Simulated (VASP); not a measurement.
Computed with optB88-vdW, VASP's PBE PAW potentials (set 64) (plane waves; VASP).

Input for VASP

INCAR:
```
SYSTEM=BN bilayer
PREC=Normal; ENCUT=500; LREAL=.False.
LASPH=.True.
EDIFF=1E-6; NELM=100; NELMIN=4
ALGO=Normal
ISMEAR=0; SIGMA=0.05
GGA=BO; LUSE_VDW=.True.; AGGAC=0.0
PARAM1=0.1833333333; PARAM2=0.22
LWAVE=.False.; LCHARG=.False.; LORBIT=11
LVHAR=.True.
```

File POSCAR:
```
BN bilayer
1
    2.5099648712     0.0000000000     0.0000000000
   -1.2549824356     2.1736937328     0.0000000000
    0.0000000000     0.0000000000    19.0087031879
B N
2 2
Direct
  0.6666670000   0.3333330000   0.4138640000
  0.3333330000   0.6666670000   0.5861360000
  0.3333330000   0.6666670000   0.4138640000
  0.6666670000   0.3333330000   0.5861360000
```

### KPOINTS
```
Regular mesh
0
gamma
 12 12 1
0 0 0
```

POTCAR, in this order: B N (PBE.64 set). Program: vasp_std. Read from the step before: WAVECAR.

Problem. What will the output report for the number of irreducible k-points (NKPTS), largest plane-wave count, number of space-group operations, FFT grid (NGX, NGY, NGZ)?

Solution. 
```
Quantity                                       Result
--------------------------------------  -------------
number of irreducible k-points (NKPTS)             19
largest plane-wave count                         2676
number of space-group operations                   12
FFT grid (NGX, NGY, NGZ)                14 × 14 × 108
```

The cell is a sheet with vacuum, built from BN (hex).
